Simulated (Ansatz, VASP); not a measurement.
# Cross-check of AlGaAs2 ([001] superlattice of 1 + 1 monolayers (invented)) between VASP and Ansatz, part 2 of 2

One calculation is typed for both programs; each brings its own data sets. How far apart do they land? The cell is generated by rule, not measured, and may not be a known phase. The cell is taken from a series of runs on this material, whose earlier steps may have relaxed, scaled, displaced or heated it; both programs get it as it stands.

VASP 6.6.1 and Ansatz 0.2.0.

So far: Starting point; VASP: relaxation of cell and atoms, r2SCAN, pair 1.

## Step 3: Ansatz: relaxation of cell and atoms, r2SCAN, pair 1

Level of this step: Ansatz beside VASP: Kohn-Sham DFT, plane waves, r2SCAN (Ansatz).

Ansatz runs on its PAW soft_1 files.

The same cell, functional and mesh now go to Ansatz, which takes its cutoff from its data sets.

input.yaml reads:

```yaml
crystal:
  lattice:
    - [4.0147840179, 0.0, 0.0]
    - [0.0, 4.0147840179, 0.0]
    - [0.0, 0.0, 5.6606918242]
  atoms:
    - { symbol: Ga, position: [0.0, 0.0, 0.0] }
    - { symbol: As, position: [0.0, 0.5, 0.2506821225] }
    - { symbol: Al, position: [0.5, 0.5, 0.5] }
    - { symbol: As, position: [0.5, 0.0, 0.7493178775] }
kpoints:
  mp_grid: { grid: [6, 6, 4] }
hamiltonian:
  xc: r2scan
  pseudopotentials: { kind: paw, azcp: { folder: soft_1 } }
scf:
  occupations: { method: fixed }
output:
  forces: true
  stress: true
  eigenvalues: true
  write_density: true
  write_potential: true
  elf: true
  volumetric_format: npy
relax:
  adjacent_minimum: "off"
  f_tol: 0.001
  max_steps: 60
  cell: { stress_tol: 0.01 }
```

On the command line:

```console
$ ansatz run input.yaml --threads 4 --pin off --max-ram 9216MiB --backend cpu --events-out ev --progress --plain --runs-dir out
```

Numbers of over 12 decimals in the logs are rounded to 6 here.

Log:

```text
Engine: ansatz 0.2.0, x86_64-unknown-linux-gnu
Pseudopotentials: kind: paw
Pseudopotential: Ga, paw, valence charge 13, recommended cutoff 500 eV (meta_gga), soft_1/Ga.paw.azcp
Pseudopotential: As, paw, valence charge 15, recommended cutoff 500 eV (meta_gga), soft_1/As.paw.azcp
Pseudopotential: Al, paw, valence charge 3, recommended cutoff 500 eV (meta_gga), soft_1/Al.paw.azcp
Functional definition: r2SCAN
  parameter k0 = 0.174
  parameter k1 = 0.065
  parameter a1 = 4.9479
  exchange = r2scan_x(k0 = k0, k1 = k1, a1 = a1)
  correlation = r2scan_c
Crystal: 4 atoms, lattice volume = 91.242 Å³
Basis set: ecut = 500 eV, 2341 PW (Γ), exchange–correlation on 120×120×180 points (64 copies of the dense FFT grid, shifted against one another)
Bands: 28, of which v1, the nominal top of the filled ones, is band 23 counted from 1 (22 counted from 0)
Symmetry: 8 space group operations
Space group: P-4m2 (ITA 115), of the structure as read, at distance tolerance 4.5e-5 Å
k-points: 30 of 144 (time reversal used)
Non-local potential: Ga, projectors of the file, l = 0: 2, l = 1: 2, l = 2: 3, l = 3: 1
Non-local potential: As, projectors of the file, l = 0: 2, l = 1: 2, l = 2: 3, l = 3: 1
Non-local potential: Al, projectors of the file, l = 0: 2, l = 1: 2, l = 2: 1
PAW form: soft (Blöchl's): semilocal exchange-correlation on the pseudo side does not see the compensation charge
PAW frozen core: Ga, regenerated for the run's functional (the file was generated under x = pbe(κ = 0.804, μ = 0.219515), c = pbe(β = 0.066725))
PAW frozen core: As, regenerated for the run's functional (the file was generated under x = pbe(κ = 0.804, μ = 0.219515), c = pbe(β = 0.066725))
PAW frozen core: Al, regenerated for the run's functional (the file was generated under x = pbe(κ = 0.804, μ = 0.219515), c = pbe(β = 0.066725))
PAW one-centre angular grid: Ga, 590 points (default); XC on 160 Gauss nodes
PAW one-centre angular grid: As, 590 points (default); XC on 160 Gauss nodes
PAW one-centre angular grid: Al, 302 points (default); XC on 160 Gauss nodes
Initial density: superposition of atomic densities (chi_scale 0.1, normalization cell, long waves kept (reshape's long-wave potential 0.01 eV rms))
Initial wavefunctions: pseudopotential atomic-orbital guess
Functional: x = r2scan, c = r2scan; τ floored in thin density (d = 2e-4 eV/Å³)
iter 1 solved again at ethr=2.87e-3 eV; its pass at ethr=3.10e-3 eV (dr2=1.32e0 eV) is discarded
SCF iter   1: F=—  HF=-14062.029506 eV  |F-HF|=—  |Δ(HF+E_count)|=         —  Δρ=4.58e-2  dr2=1.32e0  dr2_τ=1.66e-2  ethr=2.87e-3  ⟨swp⟩=1.0  Hψ=4260  notcnv=0  defer=31
preconditioner: auto → Resta (q_TF=auto, 2.434 Å⁻¹)  ε∞=3.1  [insulator: Δε(μ)=1.474 eV  Ē_g=13.682 eV  n_scr=20 (ndim 8)  ℏωp=19.8 eV  f_vac=0.000  ε∞_Penn≈3.1]
SCF iter   2: F=—  HF=-14061.992516 eV  |F-HF|=—  |Δ(HF+E_count)|=   3.70e-2  Δρ=2.50e-2  dr2=4.29e-1  dr2_τ=2.45e-3  ethr=2.87e-3  ⟨swp⟩=2.0  Hψ=875  notcnv=0  defer=86
SCF iter   3: F=—  HF=-14062.025128 eV  |F-HF|=—  |Δ(HF+E_count)|=   3.26e-2  Δρ=5.44e-3  dr2=2.73e-2  dr2_τ=3.78e-4  ethr=9.32e-4  ⟨swp⟩=2.1  Hψ=1278  notcnv=0  defer=82
SCF iter   4: F=—  HF=-14062.002039 eV  |F-HF|=—  |Δ(HF+E_count)|=   2.31e-2  Δρ=2.40e-3  dr2=3.66e-3  dr2_τ=3.23e-5  ethr=5.93e-5  ⟨swp⟩=3.0  Hψ=1621  notcnv=0  defer=89
SCF iter   5: F=—  HF=-14062.003839 eV  |F-HF|=—  |Δ(HF+E_count)|=   1.80e-3  Δρ=5.18e-4  dr2=2.34e-4  dr2_τ=8.45e-6  ethr=7.95e-6  ⟨swp⟩=2.2  Hψ=1268  notcnv=0  defer=90
SCF iter   6: F=—  HF=-14062.003514 eV  |F-HF|=—  |Δ(HF+E_count)|=   3.25e-4  Δρ=1.69e-4  dr2=2.03e-5  dr2_τ=5.37e-7  ethr=5.08e-7  ⟨swp⟩=2.0  Hψ=1560  notcnv=0  defer=90
SCF iter   7: F=—  HF=-14062.003526 eV  |F-HF|=—  |Δ(HF+E_count)|=   1.14e-5  Δρ=7.19e-5  dr2=3.89e-6  dr2_τ=5.94e-8  ethr=4.41e-8  ⟨swp⟩=3.0  Hψ=1529  notcnv=0  defer=32
SCF iter   8: F=—  HF=-14062.003529 eV  |F-HF|=—  |Δ(HF+E_count)|=   3.67e-6  Δρ=1.02e-5  dr2=1.17e-7  dr2_τ=1.39e-9  ethr=8.45e-9  ⟨swp⟩=2.0  Hψ=1200  notcnv=0  defer=33
SCF iter   9: F=-14062.003529 eV  HF=-14062.003529 eV  |F-HF|=2.74e-9  |Δ(HF+E_count)|=   5.16e-8  Δρ=2.85e-6  dr2=7.09e-9  dr2_τ=1.10e-10  ethr=2.17e-10  ⟨swp⟩=14.5  Hψ=6186  notcnv=0
SCF 1 converged in 9 iterations: F = -14062.003529 eV  dr2 = 7.09e-9
  greatest PAW one-centre occupation: 0.999 electrons in one spin orbital (limit 2), on the As atom at site 3 (counted from 0), in its partial waves of l = 2
relax step   1: F+E_penalty+E_count = -14062.00352948 eV  Δ(F+E_penalty+E_count) = +0.000e0 eV  max|allowed force component| = 8.023e-4 eV/Å  Δτ_max = 0.0000 Å  P = -0.001 GPa  Ω = 91.242 Å³  (9 SCF iters, dr2 threshold 1.00e-7 eV, accepted)
Initial density: handed on by an earlier stage of this run
Initial wavefunctions: pseudopotential atomic-orbital guess (no wavefunctions were taken with the density)
iter 1 solved again at ethr=8.21e-8 eV; its pass at ethr=3.10e-3 eV (dr2=3.78e-5 eV) is discarded
SCF iter   1: F=—  HF=-14062.003531 eV  |F-HF|=—  |Δ(HF+E_count)|=         —  Δρ=2.82e-6  dr2=7.49e-9  dr2_τ=1.11e-10  ethr=8.21e-8  ⟨swp⟩=3.0  Hψ=5307  notcnv=0  defer=88
eigensolver tolerance schedule: the retry pair's looser diagonalisation over-reported the residual by 5038.74 of it (diagonalisation noise at 0.15 of the residual, at the tolerance the schedule requests for it); recorded, not acted on — ethr = c·dr2/N_el stays at c = 1.0e-1
preconditioner: auto → Resta (q_TF=auto, 2.434 Å⁻¹)  ε∞=3.2  [insulator: Δε(μ)=1.474 eV  Ē_g=13.254 eV  n_scr=20 (ndim 8)  ℏωp=19.8 eV  f_vac=0.036  ε∞_Penn≈3.2]
SCF iter   2: F=—  HF=-14062.003529 eV  |F-HF|=—  |Δ(HF+E_count)|=   1.95e-6  Δρ=2.06e-6  dr2=2.75e-9  dr2_τ=1.35e-11  ethr=1.63e-11  ⟨swp⟩=2.5  Hψ=1574  notcnv=0  defer=81
SCF iter   3: F=—  HF=-14062.003529 eV  |F-HF|=—  |Δ(HF+E_count)|=   2.14e-9  Δρ=5.33e-7  dr2=4.94e-10  dr2_τ=5.27e-12  ethr=5.97e-12  ⟨swp⟩=2.9  Hψ=1756  notcnv=0  defer=81
SCF iter   4: F=—  HF=-14062.003529 eV  |F-HF|=—  |Δ(HF+E_count)|=  2.33e-10  Δρ=1.82e-7  dr2=4.19e-11  dr2_τ=5.45e-13  ethr=1.07e-12  ⟨swp⟩=2.0  Hψ=1500  notcnv=0  defer=81
SCF iter   5: F=—  HF=-14062.003529 eV  |F-HF|=—  |Δ(HF+E_count)|=  2.00e-11  Δρ=1.21e-7  dr2=1.32e-11  dr2_τ=8.98e-14  ethr=1.00e-12  ⟨swp⟩=1.0  Hψ=810  notcnv=0  defer=81
SCF iter   6: F=—  HF=-14062.003529 eV  |F-HF|=—  |Δ(HF+E_count)|=  1.46e-11  Δρ=3.36e-8  dr2=2.07e-12  dr2_τ=1.93e-14  ethr=1.00e-12  ⟨swp⟩=1.0  Hψ=810  notcnv=0  defer=81
SCF iter   7: F=-14062.003529 eV  HF=-14062.003529 eV  |F-HF|=3.64e-12  |Δ(HF+E_count)|=  1.82e-12  Δρ=1.21e-8  dr2=1.13e-13  dr2_τ=1.43e-15  ethr=1.00e-12  ⟨swp⟩=10.8  Hψ=4443  notcnv=0
SCF 2 converged in 7 iterations: F = -14062.003529 eV  dr2 = 1.13e-13
relax step   2: F+E_penalty+E_count = -14062.00352948 eV  Δ(F+E_penalty+E_count) = -2.025e-9 eV  max|allowed force component| = 7.844e-4 eV/Å  Δτ_max = 0.0000 Å  P = -0.001 GPa  Ω = 91.242 Å³  stress off target by 2.22e-3 GPa  SCF on the basis re-selected at this cell (its energy is not comparable with the rows above)  (7 SCF iters)
basis re-selected at this cell: Δ(F+E_penalty+E_count) = -2.025e-9 eV, ΔP = +0.000 GPa vs the last step (what re-selecting the basis moved, of the pressure what is left beyond the Pulay correction that the steps carried, after the strain that the cell walked since its last selection, with what the two solves' SCF thresholds leave and, on support functions, any second-order correction that the steps lacked; it is no m [...]
SCF converged after 7 iterations
Free energy (F): -14062.003529 eV
Harris-Foulkes:  -14062.003529 eV  (|F-HF|=3.64e-12)
Internal energy: -14062.003529 eV  (E = F + TS)
E sigma→0 (E₀):  -14062.003529 eV
Fermi energy:    6.683466 eV
--- Per-component energies (eV) ---
  E_band       = -631.080105
  E_kinetic    = 329.949422
  E_local      = -6345.224111  (includes V_loc(G=0)·N_el)
  E_nonlocal   = -867.790907
  E_hartree    = 3579.168126
  E_xc         = -225.125050
  E_vxc        = -246.001078  (∫ρ·V_xc dr)
  E_paw        = -6531.019841  (= ΣΔE_a)
  E_vpaw       = -672.726613  (= ΣTr[D̂ρ^β])
  E_aug_tail   = 0.000073  (compensation charges beyond the density's cutoff)
  E_vtau       = 12.376860  (kinetic-family band-sum trace: ∫τ·v_τ [+ j·A + Jᵃ·Aᵃ] dr)
  E_ewald      = -3998.333279
  E_core_change = -3.627962  (= ΣΔE_core)
  E_smearing   = -0.000000  (= −TS)
  E_closure    = 0.000000  (closes the sum)
  Σ components = -14062.003529   (vs F -14062.003529, Δ=0.00e0)
--- Forces (eV/Å), atoms counted from 1 ---
  atom   1  Ga    -0.00000000     0.00000000     0.00000000
  atom   2  As     0.00000000     0.00000000     0.00078438
  atom   3  Al    -0.00000000     0.00000000     0.00000000
  atom   4  As     0.00000000     0.00000000    -0.00078438
  max |Σ_I F_I| component: 1.37e-17 eV/Å
--- Stress (GPa, compression-positive) ---
       -0.000024       0.000000      -0.000000
        0.000000      -0.000024       0.000000
       -0.000000       0.000000      -0.002221
  P = ⅓ Tr σ = -0.0008 GPa (-0.008 kbar)
--- Band table (eV; the first three rows and the last of 30) ---
  k-point 0: bands = [... 19 lower, 4.1916, 6.6563, 6.6835, 6.6835, 8.2356, 8.5334, 9.2734, 11.0625, ... 1 higher]
  k-point 1: bands = [... 19 lower, 4.4346, 5.1319, 6.1064, 6.1064, 8.5599, 9.4644, 10.1523, 10.4566, ... 1 higher]
  k-point 2: bands = [... 19 lower, 5.0259, 5.0259, 5.2492, 5.2492, 9.0669, 9.4946, 10.6178, 10.7026, ... 1 higher]
  k-point 29: bands = [... 19 lower, 3.1930, 3.3585, 3.5701, 3.5701, 11.5729, 11.5729, 11.9266, 12.6418, ... 1 higher]
--- Relaxed structure (1 steps of the walk, 1 accepted, 1 SCFs on fresh bases) ---
  F+E_penalty+E_count = -14062.00352948 eV   max|allowed force component| = 7.844e-4 eV/Å   (the final SCF, on the basis selected at the relaxed cell)
  cell:  # Å, volume = 91.2418 Å³
    - [4.0147840179, 0.0, 0.0]
    - [0.0, 4.0147840179, 0.0]
    - [0.0, 0.0, 5.6606918242]
  atoms:
    - { symbol: Ga, position: [0.0, 0.0, 0.0] }
    - { symbol: As, position: [0.0, 0.5, 0.2506821225] }
    - { symbol: Al, position: [0.5, 0.5, 0.5] }
    - { symbol: As, position: [0.5, 0.0, 0.7493178775] }
```

## Step 4: Side by side

Known differences besides the potentials themselves: VASP keeps PBE cores, Ansatz makes them for the functional; fixed occupations in Ansatz, narrow Gaussian smearing in VASP; the data sets hold 46 valence electrons in Ansatz (on its PAW soft_1 files) and 26 in VASP; the cutoff is 500 eV in Ansatz and 550 eV in VASP; Ansatz adds a Pulay correction to the stress that steers its cell, VASP none. Total energies have different zeros and are not compared.

Both answers:

```csv
quantity,Ansatz,VASP,difference
volume (Å³),91.24,91.32,-0.08 %
"edge a after relaxation, in the typed setting (Å)",4.015,4.016,-0.03 %
"edge c after relaxation, in the typed setting (Å)",5.661,5.662,-0.02 %
```

## Step 5: Ansatz: relaxation of cell and atoms, r2SCAN, pair 2

The relaxed volume is the usual yardstick between codes: in a stiff, nearly cubic crystal its relative difference is about their pressure difference at one cell divided by the bulk modulus.

The cell is taken from a series of runs on this material, whose earlier steps may have relaxed, scaled, displaced or heated it; both programs get it as it stands.

input.yaml, the sections that differ from step 3:

```yaml
crystal:
  lattice:
    - [4.000103, 0.0, 0.0]
    - [0.0, 4.000103, 0.0]
    - [0.0, 0.0, 5.657]
  atoms:
    - { symbol: Ga, position: [0.0, 0.0, 0.0] }
    - { symbol: As, position: [0.0, 0.5, 0.25] }
    - { symbol: Al, position: [0.5, 0.5, 0.5] }
    - { symbol: As, position: [0.5, 0.0, 0.75] }
scf:
  occupations: { method: gaussian, width: 0.02 }
relax:
  adjacent_minimum: "off"
  f_tol: 0.005
  max_steps: 80
  cell: { stress_tol: 0.05 }
# kpoints, hamiltonian, output: as in step 3
```

Log:

```text
[...]
Crystal: 4 atoms, lattice volume = 90.517 Å³
Basis set: ecut = 500 eV, 2301 PW (Γ), exchange–correlation on 120×120×180 points (64 copies of the dense FFT grid, shifted against one another)
Bands: 28, of which v1, the nominal top of the filled ones, is band 23 counted from 1 (22 counted from 0)
Symmetry: 8 space group operations
[...]
--- Relaxed structure (3 steps of the walk, 3 accepted, 1 SCFs on fresh bases) ---
[...]
cell:  # Å, volume = 91.2418 Å³
    - [4.014784, 0, 1.1499839947926245e-18]
    - [0, 4.014784, 0]
    - [1.6263229868185587e-18, 0, 5.660692]
  atoms:
    - { symbol: Ga, position: [0, 0, 0] }
    - { symbol: As, position: [0, 0.5, 0.250682] }
    - { symbol: Al, position: [0.5, 0.5, 0.500000] }
    - { symbol: As, position: [0.5, 0, 0.749318] }
[key lines of the parts left out:]
SCF converged after 5 iterations
Free energy (F): -14062.003529 eV
Fermi energy:    7.420463 eV
P = ⅓ Tr σ = -0.0008 GPa (-0.008 kbar)
```

## Step 6: VASP: relaxation of cell and atoms, r2SCAN, pair 2

The same cell, functional, mesh and smearing now go to VASP, with its own data sets.

INCAR reads:

```
SYSTEM = AlGaAs2
PREC = Accurate
ENCUT = 550
EDIFF = 1E-07
NELM = 120
ISMEAR = 0
SIGMA = 0.02
LREAL = .FALSE.
ALGO = Normal
METAGGA = R2SCAN
LASPH = .TRUE.
NBANDS = 19
LORBIT = 11
LWAVE = .FALSE.
LCHARG = .FALSE.
ISIF = 3
IBRION = 2
NSW = 80
EDIFFG = -0.005
GGA_COMPAT = .FALSE.
NELMIN = 4
EFERMI = MIDGAP
LMIXTAU = .TRUE.
KPAR = 2
```

POSCAR reads:

```
AlGaAs2
1.0
    4.0001030000      0.0000000000      0.0000000000
    0.0000000000      4.0001030000      0.0000000000
    0.0000000000      0.0000000000      5.6570000000
Ga As Al
1 2 1
Direct
    0.0000000000      0.0000000000      0.0000000000
    0.0000000000      0.5000001250      0.2500000000
    0.5000001250      0.0000000000      0.7500000000
    0.5000001250      0.5000001250      0.5000000000
```

KPOINTS reads:

```
Automatic mesh
0
Gamma
6 6 4
0 0 0
```

PAW data sets: Ga_d, As and Al (PBE family, release 64).

On the command line:

```console
$ mpirun -np 2 vasp_std
```

Log:

```text
[banner, memory and clock lines left out]
running    2 mpi-ranks, on    1 nodes
[...]
[... a notice as in an earlier step ...]

 LDA part: xc-table for (None), standard interpolation
 POSCAR, INCAR and KPOINTS ok, starting setup
[...]
entering main loop
       N       E                     dE             d eps       ncg     rms          rms(c)
DAV:   1     0.113273162019E+03    0.11327E+03   -0.12608E+04  1178   0.163E+03
DAV:   2    -0.365695071547E+02   -0.14984E+03   -0.14370E+03  1267   0.349E+02
DAV:   3    -0.525498791966E+02   -0.15980E+02   -0.15664E+02  1333   0.952E+01
DAV:   4    -0.530302375598E+02   -0.48036E+00   -0.47901E+00  1396   0.164E+01
[...]
DAV:  19    -0.497244232080E+02    0.21345E-06   -0.14098E-06  1278   0.964E-03    0.708E-04
DAV:  20    -0.497244242186E+02   -0.10106E-05   -0.60556E-07  1249   0.648E-03    0.364E-04
DAV:  21    -0.497244243118E+02   -0.93224E-07   -0.81066E-08   926   0.287E-03
   1 F= -.49724424E+02 E0= -.49724424E+02  d E =-.497244E+02
[... from here on, the cycles between the ionic steps are left out ...]
   2 F= -.49725750E+02 E0= -.49725750E+02  d E =-.132599E-02
   3 F= -.49726212E+02 E0= -.49726212E+02  d E =-.178810E-02
   4 F= -.49726211E+02 E0= -.49726211E+02  d E =-.178621E-02
   5 F= -.49726349E+02 E0= -.49726349E+02  d E =-.138789E-03
   6 F= -.49726383E+02 E0= -.49726383E+02  d E =-.172160E-03
   7 F= -.49726384E+02 E0= -.49726384E+02  d E =-.173106E-03
[...]
reached required accuracy - stopping structural energy minimisation
```

From OUTCAR (step 6):

```text
  Total        0.0084683      0.0084683     -0.0170050      0.0000000      0.0000000     -0.0000000
  in kB        0.1485867      0.1485867     -0.2983722      0.0000000      0.0000000     -0.0000000
  external PRESSURE =      -0.0003996 kB  Pullay stress =       0.0000000 kB

 POSITION                                       TOTAL-FORCE (eV/Angst)
 -----------------------------------------------------------------------------------
      0.00000      0.00000      0.00000        -0.000000      0.000000      0.000000
      0.00000      2.00764      1.42135        -0.000000      0.000000     -0.004607
      2.00764      0.00000      4.24232         0.000000      0.000000      0.004607
      2.00764      2.00764      2.83183        -0.000000      0.000000      0.000000
 -----------------------------------------------------------------------------------
    total drift:                               -0.000025     -0.000025     -0.000000

  FREE ENERGIE OF THE ION-ELECTRON SYSTEM (eV)
  ---------------------------------------------------
  free  energy   TOTEN  =       -49.7263836253 eV

  energy  without entropy=      -49.7263836253  energy(sigma->0) =      -49.72638363

[... 2 parts as in an earlier step ...]

[... 2 further parts left out ...]
[key lines of the parts left out:]
E-fermi :   4.3142
```

## Step 7: Differences

What differs besides the data sets and the points named for the pairs above, as far as they apply: the data sets hold 46 valence electrons in Ansatz (on its PAW soft_1 files) and 26 in VASP. Total energies have different zeros and are not compared.

Compared:

```csv
quantity,Ansatz,VASP,difference
volume (Å³),91.24,91.31,-0.08 %
"edge a after relaxation, in the typed setting (Å)",4.015,4.015,-0.01 %
"edge c after relaxation, in the typed setting (Å)",5.661,5.664,-0.05 %
```

## Step 8: Outcome

| Property | Result |
| --- | --- |
| difference in volume (relaxation of cell and atoms, r2SCAN, pair 1) | -0.085 % |
| difference in volume (relaxation of cell and atoms, r2SCAN, pair 2) | -0.077 % |

**Reading.** The difference in volume is -0.085 % (relaxation of cell and atoms, r2SCAN, pair 1), within the 1.2 % picked in this series as the mark of a large difference, as far as the stopping tolerances let one tell. The data sets hold unlike numbers of valence electrons (46 in Ansatz and 26 in VASP), so part of the differences comes from the potentials. Such differences can come from data sets, numerical settings and the points named under the comparisons, not from the functional's error against experiment.

[Lines on the potential files, build, host, timing and source positions are cut from VASP's logs without a mark.]

[Logs are printed without paths, hosts, clocks, repeated set-up lines and the standing remarks that a program may print on its own settings, such as how far it seeks lower states.]

[Hosts, paths, dates, database ids (printed as entryN), source tags and the programs' standing remarks are cut or masked in the printed files.]
